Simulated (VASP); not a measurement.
OSZICAR of a VASP run on In (space group I4/mmm):

OSZICAR:
```
       N       E                     dE             d eps       ncg     rms          rms(c)
DAV:   1     0.573851865793E+02    0.57385E+02   -0.48286E+03  5902   0.112E+03
DAV:   2    -0.598779947454E+00   -0.57984E+02   -0.57132E+02  5852   0.241E+02
DAV:   3    -0.254254508188E+01   -0.19438E+01   -0.19376E+01  6688   0.530E+01
DAV:   4    -0.258424426428E+01   -0.41699E-01   -0.41691E-01  7500   0.734E+00
DAV:   5    -0.258584868817E+01   -0.16044E-02   -0.16044E-02  7010   0.117E+00    0.228E+00
DAV:   6    -0.256393606006E+01    0.21913E-01   -0.38351E-02  6558   0.422E+00    0.116E+00
DAV:   7    -0.255876027453E+01    0.51758E-02   -0.13053E-02  6680   0.230E+00    0.246E-01
DAV:   8    -0.255838436419E+01    0.37591E-03   -0.66608E-04  6518   0.522E-01    0.308E-02
DAV:   9    -0.255838932717E+01   -0.49630E-05   -0.11213E-05  7804   0.422E-02    0.101E-02
DAV:  10    -0.255838945547E+01   -0.12829E-06   -0.67130E-07  3660   0.116E-02
   1 F= -.25583895E+01 E0= -.25507246E+01  d E =-.153297E-01
```

Problem. Which electronic solver shows in the log?

Solution. It is blocked Davidson (ALGO = Normal, or the opening steps of other solvers). The INCAR had ALGO = Normal.

Problem. Can the final energy be trusted as converged?

Solution. Self-consistency was reached. It stopped with EDIFF = 1E-6, NELM = 100 (PBE GGA, plane waves, VASP's PBE PAW potentials (set 64)).

The structure is a typed In crystal (I4/mmm). The cell was not relaxed at this level.
